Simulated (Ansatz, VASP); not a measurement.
# TiZnSe3: VASP beside Ansatz

Wanted: the spread between two codes on one cell, functional and k mesh. The cell is generated by rule, not measured, and may not be a known phase. The cell is taken from a series of runs on this material, whose earlier steps may have relaxed, scaled, displaced or heated it; both programs get it as it stands.

Method: plane waves, with VASP 6.6.1 beside it; zone-centre phonons at PBE, in Ansatz 0.2.0.

The structure was built from a prototype and need not be the compound's stable phase.

## 1. Starting point

The structure is tetragonal, space group P4mm (No. 99). Conventional cell: a = 4.965 Å, b = 4.965 Å, c = 6.303 Å, α = 90.00°, β = 90.00°, γ = 90.00°. Zn has 4 Se at 2.54 Å nearest. Ti has 5 Se at 2.21 to 2.64 Å nearest. Nearest to Se lie 2 Zn at 2.54 Å and 2 Ti at 2.64 Å. Nearest to Se lie 1 Ti at 2.21 Å. Farther neighbours and most contacts between anions are not listed.

Coordinates:

```
Zn Ti Se
1.0
     4.96489    0.00000    0.00000
     0.00000    4.96489    0.00000
     0.00000    0.00000    6.30278
Zn Ti Se
1 1 3
Direct
  0.00000 0.00000 0.30862
  0.50000 0.50000 0.53513
  0.50000 0.00000 0.39123
  0.50000 0.50000 0.88607
  0.00000 0.50000 0.39123
```

## 2. VASP: zone-centre phonons, PBE

Second derivatives magnify differences that forces hide, and they need a tight electronic threshold.

Lines of VASP's logs that name or quote its potential files are left out, and so is its time.

INCAR

```
SYSTEM = TiZnSe3
PREC = Accurate
ENCUT = 500
EDIFF = 1E-08
NELM = 120
ISMEAR = 1
SIGMA = 0.2
LREAL = .FALSE.
ALGO = Normal
GGA = PE
NBANDS = 27
LASPH = .TRUE.
LORBIT = 11
LWAVE = .FALSE.
LCHARG = .FALSE.
ISIF = 2
IBRION = 8
GGA_COMPAT = .FALSE.
KPAR = 2
```

POSCAR

```
TiZnSe3
1.0
    4.9648913113      0.0000000000      0.0000000000
    0.0000000000      4.9648913113      0.0000000000
    0.0000000000      0.0000000000      6.3027755052
Zn Ti Se
1 1 3
Direct
    0.0000000000      0.0000000000      0.3086201643
    0.5000000000      0.5000000000      0.5351335089
    0.5000000000      0.0000000000      0.3912333407
    0.5000000000      0.5000000000      0.8860687785
    0.0000000000      0.5000000000      0.3912333407
```

KPOINTS

```
Automatic mesh
0
Gamma
8 8 6
0 0 0
```

The projector-augmented-wave data sets are Zn, Ti_sv and Se (PBE family, release 64).

Launch:

```console
> mpirun -np 2 vasp_std
```

Numbers of over 12 decimals in the logs are rounded to 6 here.

Output:

```text
[banner, memory and clock lines left out]
running    2 mpi-ranks, on    1 nodes
 distrk:  each k-point on    1 cores,    2 groups
 distr:  one band on    1 cores,    1 groups

 POSCAR found type information on POSCAR ZnTiSe
 POSCAR found :  3 types and       5 ions
 LDA part: xc-table for (Slater+PW92), standard interpolation
 POSCAR, INCAR and KPOINTS ok, starting setup
 FFT: planning ... GRIDC
 FFT: planning ... GRID_SOFT
 FFT: planning ... GRID
 WAVECAR not read
 entering main loop
       N       E                     dE             d eps       ncg     rms          rms(c)
DAV:   1     0.358356654625E+03    0.35836E+03   -0.18937E+04  3256   0.147E+03
DAV:   2     0.226735965820E+02   -0.33568E+03   -0.32803E+03  3415   0.372E+02
DAV:   3    -0.229755983091E+02   -0.45649E+02   -0.44832E+02  4946   0.127E+02
DAV:   4    -0.259434809634E+02   -0.29679E+01   -0.29570E+01  4518   0.272E+01
DAV:   5    -0.261299840666E+02   -0.18650E+00   -0.18647E+00  4723   0.486E+00    0.129E+01
DAV:   6    -0.252462699133E+02    0.88371E+00   -0.41079E+01  4349   0.483E+01    0.187E+01
DAV:   7    -0.228151126726E+02    0.24312E+01   -0.54568E+01  4247   0.390E+01    0.707E+00
DAV:   8    -0.221533898851E+02    0.66172E+00   -0.22401E+00  3546   0.111E+01    0.245E+00
DAV:   9    -0.221225597618E+02    0.30830E-01   -0.93167E-01  4943   0.517E+00    0.172E+00
DAV:  10    -0.220976778916E+02    0.24882E-01   -0.26466E-01  3819   0.303E+00    0.349E-01
DAV:  11    -0.220982239470E+02   -0.54606E-03   -0.88584E-03  3723   0.695E-01    0.187E-01
DAV:  12    -0.220986593784E+02   -0.43543E-03   -0.22807E-03  4476   0.246E-01    0.825E-02
DAV:  13    -0.220988162202E+02   -0.15684E-03   -0.26363E-04  3977   0.103E-01    0.671E-02
DAV:  14    -0.220988061369E+02    0.10083E-04   -0.48303E-04  3839   0.111E-01    0.161E-02
DAV:  15    -0.220988075037E+02   -0.13668E-05   -0.15839E-05  3667   0.243E-02    0.863E-03
DAV:  16    -0.220988110309E+02   -0.35273E-05   -0.49756E-06  3482   0.976E-03    0.549E-03
DAV:  17    -0.220988113050E+02   -0.27406E-06   -0.15826E-06  3704   0.877E-03    0.120E-03
DAV:  18    -0.220988113784E+02   -0.73379E-07   -0.12373E-07  3827   0.251E-03    0.529E-04
DAV:  19    -0.220988113936E+02   -0.15195E-07   -0.20224E-08  2874   0.962E-04    0.178E-04
DAV:  20    -0.220988113939E+02   -0.30741E-09   -0.81276E-09  1800   0.589E-04
   1 F= -.22098811E+02 E0= -.22100139E+02  d E =0.398275E-02
 Linear response reoptimize wavefunctions to high precision
DAV:   1    -0.220988113926E+02    0.12278E-08   -0.16119E-09  1818   0.318E-04
DAV:   2    -0.220988113927E+02   -0.60027E-10   -0.22936E-10  1629   0.107E-04
 Linear response DOF=           9
 Linear response progress:
  Degree of freedom:   1/  9
       N       E                     dE             d eps       ncg     rms          rms(c)
RMM:   1    -0.214735677860E+00   -0.21474E+00   -0.15069E-02 10392   0.144E+00
RMM:   2    -0.213033294306E+00    0.17024E-02   -0.54637E-03 12440   0.288E-01    0.830E-02
RMM:   3    -0.212772713341E+00    0.26058E-03   -0.42091E-04 14738   0.708E-02    0.503E-02
RMM:   4    -0.212374542330E+00    0.39817E-03   -0.65592E-05 14089   0.327E-02    0.305E-03
RMM:   5    -0.212355190363E+00    0.19352E-04   -0.18721E-05 16994   0.121E-02    0.197E-03
RMM:   6    -0.212340374790E+00    0.14816E-04   -0.33761E-06 16000   0.555E-03    0.577E-04
RMM:   7    -0.212340886964E+00   -0.51217E-06   -0.92917E-07 16994   0.263E-03    0.399E-04
RMM:   8    -0.212341049217E+00   -0.16225E-06   -0.20981E-07 16797   0.135E-03    0.215E-04
RMM:   9    -0.212341406528E+00   -0.35731E-06   -0.24212E-08 16205   0.797E-04    0.529E-05
RMM:  10    -0.212341303008E+00    0.10352E-06    0.31043E-08 17749   0.389E-04    0.258E-05
RMM:  11    -0.212341396481E+00   -0.93474E-07    0.31678E-08 17591   0.204E-04    0.129E-05
RMM:  12    -0.212341339817E+00    0.56664E-07    0.21755E-08 17642   0.118E-04    0.103E-05
RMM:  13    -0.212341360372E+00   -0.20555E-07    0.15947E-08 17511   0.712E-05    0.266E-06
RMM:  14    -0.212341361442E+00   -0.10698E-08    0.87132E-09 18204   0.403E-05    0.228E-06
 first order change of Fermi-energy   0.60556E-05
 force on displaced ion       1 direction 1 :  -3.125   0.000   0.002
 Linear response progress:
  Degree of freedom:   2/  9
       N       E                     dE             d eps       ncg     rms          rms(c)
RMM:   1    -0.212994789714E+00   -0.21299E+00   -0.21357E-02  4698   0.149E+00
RMM:   2    -0.212846158957E+00    0.14863E-03   -0.33995E-03  5728   0.251E-01    0.635E-02
RMM:   3    -0.212402667028E+00    0.44349E-03   -0.37393E-04  6070   0.750E-02    0.433E-02
RMM:   4    -0.212016564651E+00    0.38610E-03   -0.85157E-05  6113   0.500E-02    0.326E-02
RMM:   5    -0.211820354078E+00    0.19621E-03   -0.31252E-05  6277   0.326E-02    0.544E-03
RMM:   6    -0.211780621643E+00    0.39732E-04   -0.81101E-06  7190   0.105E-02    0.296E-03
[...]
RMM:   6    -0.894614180933E-01   -0.20553E-04   -0.22323E-05 16510   0.130E-02    0.372E-03
RMM:   7    -0.894688575217E-01   -0.74394E-05   -0.58493E-06 16586   0.698E-03    0.352E-03
RMM:   8    -0.894836878642E-01   -0.14830E-04   -0.20750E-06 16124   0.426E-03    0.417E-04
RMM:   9    -0.894868393309E-01   -0.31515E-05    0.81058E-07 17404   0.223E-03    0.285E-04
[...]
RMM:  20    -0.909783161835E-01   -0.99203E-08   -0.38453E-08 15903   0.113E-05    0.262E-06
 first order change of Fermi-energy  -0.80522E-04
 force on displaced ion       3 direction 2 :   0.000  -6.926  -0.006
 Linear response progress:
  Degree of freedom:   7/  9
       N       E                     dE             d eps       ncg     rms          rms(c)
RMM:   1    -0.960586736140E-01   -0.96059E-01    0.30140E-02 13046   0.106E+00
RMM:   2    -0.921746369346E-01    0.38840E-02   -0.59353E-03 10699   0.332E-01    0.655E-02
RMM:   3    -0.924172044122E-01   -0.24257E-03   -0.81285E-04 10380   0.135E-01    0.686E-02
RMM:   4    -0.924340997093E-01   -0.16895E-04   -0.27263E-04 11240   0.806E-02    0.335E-02
RMM:   5    -0.926303236438E-01   -0.19622E-03   -0.11616E-04 11898   0.408E-02    0.893E-03
RMM:   6    -0.926462030394E-01   -0.15879E-04   -0.33027E-05 12355   0.178E-02    0.475E-03
RMM:   7    -0.926598167827E-01   -0.13614E-04   -0.75647E-06 12848   0.897E-03    0.116E-03
RMM:   8    -0.926605397652E-01   -0.72298E-06   -0.24575E-06 13003   0.430E-03    0.553E-04
RMM:   9    -0.926617615759E-01   -0.12218E-05   -0.41989E-07 13162   0.227E-03    0.236E-04
RMM:  10    -0.926623572107E-01   -0.59563E-06    0.13981E-06 13452   0.126E-03    0.698E-05
RMM:  11    -0.926625705075E-01   -0.21330E-06    0.16403E-06 13484   0.698E-04    0.488E-05
RMM:  12    -0.926625901428E-01   -0.19635E-07    0.11571E-06 13754   0.395E-04    0.386E-05
RMM:  13    -0.926626956971E-01   -0.10555E-06    0.99718E-07 13557   0.231E-04    0.200E-05
RMM:  14    -0.926626964391E-01   -0.74201E-09    0.66296E-07 13534   0.136E-04    0.125E-05
RMM:  15    -0.926627116467E-01   -0.15208E-07    0.40294E-07 13442   0.805E-05    0.593E-06
RMM:  16    -0.926627162302E-01   -0.45835E-08    0.28446E-07 13600   0.477E-05    0.328E-06
RMM:  17    -0.926627171531E-01   -0.92283E-09    0.14937E-07 13269   0.281E-05    0.143E-06
RMM:  18    -0.926627202405E-01   -0.30874E-08    0.10437E-07 12848   0.172E-05    0.747E-07
RMM:  19    -0.926627220367E-01   -0.17962E-08    0.50645E-08 10451   0.103E-05    0.627E-07
 first order change of Fermi-energy   0.10934E+00
 force on displaced ion       3 direction 3 :   0.000   0.000  -1.364
 Linear response progress:
  Degree of freedom:   8/  9
       N       E                     dE             d eps       ncg     rms          rms(c)
RMM:   1    -0.913100418881E-01   -0.91310E-01    0.14453E-02 16215   0.839E-01
RMM:   2    -0.876418727706E-01    0.36682E-02   -0.36911E-03 13027   0.189E-01    0.602E-02
RMM:   3    -0.878845703778E-01   -0.24270E-03   -0.63191E-04 14391   0.603E-02    0.330E-02
RMM:   4    -0.881320903771E-01   -0.24752E-03   -0.17020E-04 14729   0.401E-02    0.795E-03
RMM:   5    -0.881169150115E-01    0.15175E-04   -0.48516E-05 16202   0.149E-02    0.552E-03
RMM:   6    -0.881264377835E-01   -0.95228E-05   -0.94213E-06 16830   0.667E-03    0.254E-03
RMM:   7    -0.881269056106E-01   -0.46783E-06   -0.22759E-06 16280   0.390E-03    0.214E-03
RMM:   8    -0.881281068036E-01   -0.12012E-05    0.18971E-06 16653   0.246E-03    0.885E-04
RMM:   9    -0.881320821413E-01   -0.39753E-05    0.12689E-05 16247   0.135E-03    0.189E-04
RMM:  10    -0.881324081674E-01   -0.32603E-06    0.10024E-05 17519   0.676E-04    0.825E-05
RMM:  11    -0.881324929986E-01   -0.84831E-07    0.68222E-06 17794   0.364E-04    0.232E-05
RMM:  12    -0.881325294196E-01   -0.36421E-07    0.33382E-06 18012   0.203E-04    0.143E-05
RMM:  13    -0.881325503472E-01   -0.20928E-07    0.20796E-06 18086   0.119E-04    0.670E-06
RMM:  14    -0.881325537406E-01   -0.33933E-08    0.12122E-06 18096   0.704E-05    0.296E-06
RMM:  15    -0.881325544587E-01   -0.71807E-09    0.79270E-07 17684   0.424E-05    0.270E-06
RMM:  16    -0.881325544682E-01   -0.95078E-11    0.46284E-07 16503   0.260E-05    0.631E-07
RMM:  17    -0.881325561338E-01   -0.16656E-08    0.32307E-07 14204   0.159E-05    0.131E-06
RMM:  18    -0.881325564625E-01   -0.32869E-09    0.18507E-07 13570   0.102E-05    0.355E-07
RMM:  19    -0.881325573002E-01   -0.83772E-09    0.13804E-07 12281   0.657E-06    0.251E-07
RMM:  20    -0.881325578234E-01   -0.52322E-09    0.83481E-08  9968   0.435E-06    0.561E-07
 first order change of Fermi-energy   0.26950E-04
 force on displaced ion       4 direction 1 :  -0.609   0.000  -0.000
 Linear response progress:
  Degree of freedom:   9/  9
       N       E                     dE             d eps       ncg     rms          rms(c)
RMM:   1    -0.104973015682E+00   -0.10497E+00   -0.24239E-02  6235   0.171E+00
RMM:   2    -0.954743793888E-01    0.94986E-02   -0.11123E-02  5927   0.397E-01    0.282E-01
RMM:   3    -0.984713919962E-01   -0.29970E-02   -0.86752E-03  6484   0.518E-01    0.482E-01
RMM:   4    -0.949279528743E-01    0.35434E-02   -0.37588E-03  5925   0.368E-01    0.102E-01
RMM:   5    -0.953373436068E-01   -0.40939E-03   -0.89740E-04  6587   0.118E-01    0.363E-02
RMM:   6    -0.953862220707E-01   -0.48878E-04   -0.21777E-04  6953   0.527E-02    0.200E-02
RMM:   7    -0.954286727757E-01   -0.42451E-04   -0.47396E-05  7172   0.280E-02    0.753E-03
RMM:   8    -0.954317321753E-01   -0.30594E-05   -0.21751E-05  7338   0.131E-02    0.336E-03
RMM:   9    -0.954401444390E-01   -0.84123E-05   -0.25452E-05  7531   0.725E-03    0.150E-03
RMM:  10    -0.954447322835E-01   -0.45878E-05   -0.25554E-05  7540   0.379E-03    0.503E-04
RMM:  11    -0.954456878646E-01   -0.95558E-06   -0.14208E-05  7767   0.198E-03    0.731E-04
RMM:  12    -0.954465609837E-01   -0.87312E-06   -0.10641E-05  7556   0.117E-03    0.408E-04
RMM:  13    -0.954470718339E-01   -0.51085E-06   -0.67535E-06  7676   0.725E-04    0.245E-04
RMM:  14    -0.954475352596E-01   -0.46343E-06   -0.47810E-06  7853   0.395E-04    0.109E-04
RMM:  15    -0.954478195848E-01   -0.28433E-06   -0.22183E-06  8019   0.236E-04    0.393E-05
RMM:  16    -0.954478159638E-01    0.36210E-08   -0.13485E-06  7661   0.125E-04    0.631E-05
RMM:  17    -0.954479429131E-01   -0.12695E-06   -0.78854E-07  7222   0.938E-05    0.151E-05
RMM:  18    -0.954479559365E-01   -0.13023E-07   -0.43760E-07  7659   0.477E-05    0.972E-06
RMM:  19    -0.954479746950E-01   -0.18758E-07   -0.30040E-07  7678   0.277E-05    0.411E-06
RMM:  20    -0.954479792430E-01   -0.45480E-08   -0.15128E-07  7213   0.153E-05    0.190E-06
RMM:  21    -0.954479799748E-01   -0.73179E-09   -0.91033E-08  6219   0.871E-06    0.270E-06
 first order change of Fermi-energy  -0.47581E+00
 force on displaced ion       4 direction 3 :   0.000   0.000 -18.757
 Linear response finished
```

[end of part 1 of 2]

[Lines on the potential files, build, host, timing and source positions are cut from VASP's logs without a mark.]

[Logs are printed without paths, hosts, clocks, repeated set-up lines and the standing remarks that a program may print on its own settings, such as how far it seeks lower states.]

[Hosts, paths, dates, database ids (printed as entryN), source tags and the programs' standing remarks are cut or masked in the printed files.]
